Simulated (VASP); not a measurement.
VASP runs on NiSi$_{2}$ (fluorite) share one base input (PBE GGA, plane waves, VASP's PBE PAW potentials (set 64)) and change the settings named in each case.

POSCAR:
```
NiSi2
3.9019570
  0.0000000000   0.7071067159   0.7071067159
  0.7071067159   0.0000000000   0.7071067159
  0.7071067159   0.7071067159   0.0000000000
Si Ni
2 1
Direct
  0.2500000000   0.2500000000   0.2500000000
  0.7500000000   0.7500000000   0.7500000000
  0.0000000000   0.0000000000   0.0000000000
```

File KPOINTS:
```
Automatic mesh
0
Gamma
9 9 9
0 0 0
```

**INCAR**
```
SYSTEM = NiSi2
PREC = Accurate
ENCUT = 400
EDIFF = 1E-6
NELM = 100
ALGO = Normal
LREAL = .FALSE.
LASPH = .TRUE.
ISMEAR = 1
SIGMA = 0.1
GGA = PE
LMAXMIX = 4
LWAVE = .FALSE.
LCHARG = .FALSE.
ISIF = 2
```

POTCAR, in this order: Si Ni (PBE.64 set). Program: vasp_std.

| change | electronic steps |
|---|---|
| base run | 14 |
| ALGO = Fast | 21 |
| ALGO = VeryFast | 22 |
| ALGO = All | 21 |
| ALGO = Damped | 30 |
| ALGO = Conjugate | 21 |

Left out are runs that ran out of time, are held back, or changed the cell or the kind of run, fixed moments of cells without a moment, rows past the twelfth, gaps on odd meshes, pressures of charged cells and columns that move by less than the noise.

The compound is NiSi2 in the fluorite structure. The cell was not relaxed at this level. The run is not spin-polarised, so no magnetic state was tried.
